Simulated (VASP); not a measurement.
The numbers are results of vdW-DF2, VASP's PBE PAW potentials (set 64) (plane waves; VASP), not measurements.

VASP input:

**INCAR**
```
ISMEAR = 0
NELM = 100
PREC = Accurate
ENCUT = 520   # plane-wave cut-off (eV)
EDIFF = 1E-6
ZAB_VDW = -1.8867
IBRION = 2   # conjugate gradients
EDIFFG = -0.02
LASPH = .TRUE.   # aspherical one-centre terms
ALGO = Normal   # blocked Davidson
NSW = 60
SIGMA = 0.05   # width (eV)
GGA = ML
ISIF = 3
AGGAC = 0.0
SYSTEM = CeO2
LCHARG = .FALSE.
LMAXMIX = 6   # l cut-off of mixed one-centre charges
LWAVE = .FALSE.
LREAL = .FALSE.   # projection in real space or not
LUSE_VDW = .TRUE.
```

File POSCAR:
```
CeO2
1.0
  0.0000000000   2.7900038090   2.7900038090
  2.7900038090   0.0000000000   2.7900038090
  2.7900038090   2.7900038090   0.0000000000
Ce O
1 2
Cartesian
  0.0000000000   0.0000000000   0.0000000000
  1.3950019045   1.3950019045   1.3950019045
  4.1850057135   4.1850057135   4.1850057135
```

**KPOINTS**
```
Automatic mesh
0
gamma
  6 6 6
```

POTCAR, in this order: Ce O (PBE.64 set). Program: vasp_std.

Output

### OUTCAR
```
 ion  position               nearest neighbor table
   1  0.000  0.000  0.000-   3 2.42   3 2.42   3 2.42   2 2.42   3 2.42   2 2.42   2 2.42   2 2.42
  LATTYP: Found a face centered cubic cell.
 ALAT       =     5.5800076180
 Subroutine PRICEL returns:
 Original cell was already a primitive cell.
 Subroutine GETGRP returns: Found 48 space group operations
The static configuration has the point symmetry O_h .
The dynamic configuration has the point symmetry O_h .
 Subroutine INISYM returns: Found 48 space group operations
 Subroutine IBZKPT returns following result:
 Found     16 irreducible k-points:

 Following reciprocal coordinates:
            Coordinates               Weight
  0.000000  0.000000  0.000000      1.000000
  0.166667  0.000000  0.000000      8.000000
  0.333333  0.000000  0.000000      8.000000
  0.500000  0.000000  0.000000      4.000000
  0.166667  0.166667  0.000000      6.000000
  0.333333  0.166667  0.000000     24.000000
  0.500000  0.166667  0.000000     24.000000
 -0.333333  0.166667  0.000000     24.000000
 -0.166667  0.166667  0.000000     12.000000
  0.333333  0.333333  0.000000      6.000000
...
```

OSZICAR:
```
       N       E                     dE             d eps       ncg     rms          rms(c)
DAV:   1     0.239381743219E+03    0.23938E+03   -0.11692E+04   512   0.195E+03
DAV:   2     0.946755842681E+01   -0.22991E+03   -0.22058E+03   808   0.311E+02
DAV:   3    -0.257713243872E+02   -0.35239E+02   -0.30654E+02   680   0.148E+02
DAV:   4    -0.272842646727E+02   -0.15129E+01   -0.15128E+01   824   0.314E+01
DAV:   5    -0.273465778501E+02   -0.62313E-01   -0.62311E-01   840   0.574E+00    0.248E+01
DAV:   6    -0.270799761651E+02    0.26660E+00   -0.15103E+02   784   0.630E+01    0.436E+01
DAV:   7    -0.228312480512E+02    0.42487E+01   -0.35767E+02   920   0.150E+02    0.176E+01
DAV:   8    -0.223446109484E+02    0.48664E+00   -0.63949E+00   584   0.268E+01    0.138E+01
DAV:   9    -0.202408952050E+02    0.21037E+01   -0.87901E+00   768   0.230E+01    0.352E+00
DAV:  10    -0.200482886910E+02    0.19261E+00   -0.54074E-01   680   0.640E+00    0.262E+00
DAV:  11    -0.199651577897E+02    0.83131E-01   -0.16270E-01   960   0.351E+00    0.207E+00
DAV:  12    -0.199357036647E+02    0.29454E-01   -0.17927E-02   688   0.131E+00    0.172E+00
DAV:  13    -0.199099774648E+02    0.25726E-01   -0.17219E+00   712   0.115E+01    0.213E+00
DAV:  14    -0.199552153593E+02   -0.45238E-01   -0.10589E-01   896   0.238E+00    0.324E+00
DAV:  15    -0.199419318229E+02    0.13284E-01   -0.72819E-03   688   0.727E-01    0.305E+00
DAV:  16    -0.198778558352E+02    0.64076E-01   -0.22242E-01   760   0.365E+00    0.174E+00
DAV:  17    -0.198572108822E+02    0.20645E-01   -0.19593E-01   768   0.370E+00    0.300E-01
DAV:  18    -0.198575922543E+02   -0.38137E-03   -0.36382E-03   776   0.509E-01    0.132E-01
DAV:  19    -0.198575713656E+02    0.20889E-04   -0.25811E-04   776   0.103E-01    0.125E-01
DAV:  20    -0.198574841253E+02    0.87240E-04   -0.45947E-04   752   0.151E-01    0.415E-02
DAV:  21    -0.198574724061E+02    0.11719E-04   -0.12399E-04   736   0.102E-01    0.533E-03
DAV:  22    -0.198574727431E+02   -0.33700E-06   -0.27314E-06   472   0.168E-02
   1 F= -.19857473E+02 E0= -.19857473E+02  d E =-.198575E+02
       N       E                     dE             d eps       ncg     rms          rms(c)
DAV:   1    -0.198601828431E+02   -0.27104E-02   -0.64465E-02   584   0.260E+00    0.674E-01
DAV:   2    -0.198600424104E+02    0.14043E-03   -0.53375E-02   768   0.214E+00    0.541E-01
DAV:   3    -0.198579361665E+02    0.21062E-02   -0.40394E-02   752   0.155E+00    0.246E-01
DAV:   4    -0.198575101788E+02    0.42599E-03   -0.38803E-03   768   0.547E-01    0.215E-02
DAV:   5    -0.198574996199E+02    0.10559E-04   -0.90668E-05   832   0.740E-02    0.224E-02
DAV:   6    -0.198574999303E+02   -0.31041E-06   -0.10834E-05   784   0.249E-02    0.911E-03
DAV:   7    -0.198575009818E+02   -0.10515E-05   -0.78592E-06   848   0.146E-02    0.617E-03
DAV:   8    -0.198575011500E+02   -0.16818E-06   -0.41568E-07   328   0.508E-03
   2 F= -.19857501E+02 E0= -.19857501E+02  d E =-.284069E-04
       N       E                     dE             d eps       ncg     rms          rms(c)
DAV:   1    -0.198580294970E+02   -0.52852E-03   -0.11540E-02   576   0.110E+00    0.286E-01
DAV:   2    -0.198579700874E+02    0.59410E-04   -0.88722E-03   768   0.868E-01    0.224E-01
DAV:   3    -0.198576418455E+02    0.32824E-03   -0.73512E-03   752   0.664E-01    0.112E-01
DAV:   4    -0.198575529730E+02    0.88872E-04   -0.75235E-04   768   0.240E-01    0.101E-02
DAV:   5    -0.198575508746E+02    0.20984E-05   -0.20759E-05   856   0.297E-02    0.688E-03
DAV:   6    -0.198575511378E+02   -0.26321E-06   -0.10429E-06   320   0.829E-03
   3 F= -.19857551E+02 E0= -.19857551E+02  d E =-.783947E-04
```

### OUTCAR
```
------------------------ aborting loop because EDIFF is reached ----------------------------------------
  FORCE on cell =-STRESS in cart. coord.  units (eV):
  Direction    XX          YY          ZZ          XY          YZ          ZX
  --------------------------------------------------------------------------------------
  Total       -0.0043188     -0.0043188     -0.0043188      0.0000000      0.0000000      0.0000000
  in kB       -0.1589869     -0.1589869     -0.1589869      0.0000000      0.0000000      0.0000000
  external PRESSURE =      -0.1589869 kB  Pullay stress =       0.0000000 kB
  volume of cell :       43.52
      direct lattice vectors                 reciprocal lattice vectors
     0.000000000  2.791859491  2.791859491    -0.179092107  0.179092107  0.179092107
     2.791859491  0.000000000  2.791859491     0.179092107 -0.179092107  0.179092107
     2.791859491  2.791859491  0.000000000     0.179092107  0.179092107 -0.179092107
 POSITION                                       TOTAL-FORCE (eV/Angst)
 -----------------------------------------------------------------------------------
      0.00000      0.00000      0.00000         0.000000      0.000000     -0.000000
      1.39593      1.39593      1.39593        -0.000000      0.000000     -0.000000
      4.18779      4.18779      4.18779         0.000000     -0.000000      0.000000
 -----------------------------------------------------------------------------------
    total drift:                                0.000000     -0.000000      0.000000
  FREE ENERGIE OF THE ION-ELECTRON SYSTEM (eV)
  ---------------------------------------------------
  free  energy   TOTEN  =       -19.8575511378 eV

  energy  without entropy=      -19.8575511378  energy(sigma->0) =      -19.85755114

 reached required accuracy - stopping structural energy minimisation
```
(Selected blocks of OUTCAR.)

CONTCAR:
```
CeO2
   1.00000000000000
     0.0000000000000000    2.7918594911379864    2.7918594911379864
     2.7918594911379864    0.0000000000000000    2.7918594911379864
     2.7918594911379864    2.7918594911379864    0.0000000000000000
  Ce              O
     1     2
Direct
     0.0000000000000000    0.0000000000000000    0.0000000000000000
     0.2500000000000000    0.2500000000000000    0.2500000000000000
     0.7500000000000000    0.7500000000000000    0.7500000000000000
```

### OUTCAR
```
 val. band max:        4.2792757733   @ k =  -0.3333   0.3333   0.0000

 cond. band min:       5.9910932092   @ k =   0.5000   0.0000   0.0000


 Fermi energy:         4.5468636964

 k-point     1 :       0.0000    0.0000    0.0000
  band No.  band energies     occupation
      1     -28.1925      2.00000
      2     -11.6599      2.00000
      3     -10.7441      2.00000
      4     -10.3742      2.00000
      5     -10.3742      2.00000
      6     -10.3742      2.00000
      7       1.1458      2.00000
      8       1.1458      2.00000
      9       1.1458      2.00000
     10       3.8758      2.00000
     11       3.8758      2.00000
     12       3.8758      2.00000
     13       6.2959      0.00000
     14       6.2959      0.00000
     15       6.2959      0.00000
     16       6.4063      0.00000

 k-point     2 :       0.1667    0.0000    0.0000
  band No.  band energies     occupation
      1     -28.1603      2.00000
      2     -12.3575      2.00000
      3     -10.9243      2.00000
      4     -10.4166      2.00000
      5     -10.4166      2.00000
      6      -9.5952      2.00000
      7       1.3515      2.00000
      8       1.3515      2.00000
      9       1.6754      2.00000
     10       3.6651      2.00000
     11       3.7970      2.00000
     12       3.7970      2.00000
     13       6.2772      0.00000
     14       6.2772      0.00000
     15       6.2977      0.00000
     16       6.4413      0.00000

 k-point     3 :       0.3333    0.0000    0.0000
  band No.  band energies     occupation
      1     -28.0958      2.00000
      2     -13.1352      2.00000
      3     -11.2706      2.00000
      4     -10.4990      2.00000
      5     -10.4990      2.00000
      6      -8.6180      2.00000
      7       1.7422      2.00000
      8       1.7422      2.00000
      9       2.6888      2.00000
     10       3.3960      2.00000
     11       3.6818      2.00000
     12       3.6818      2.00000
     13       6.2018      0.00000
...
```

The compound is CeO2 in the fluorite structure. This run relaxes it. Symmetry was kept, so distortions that lower it aren't found. The start is the result of an earlier pass. The run is not spin-polarised, so no magnetic state was tried.
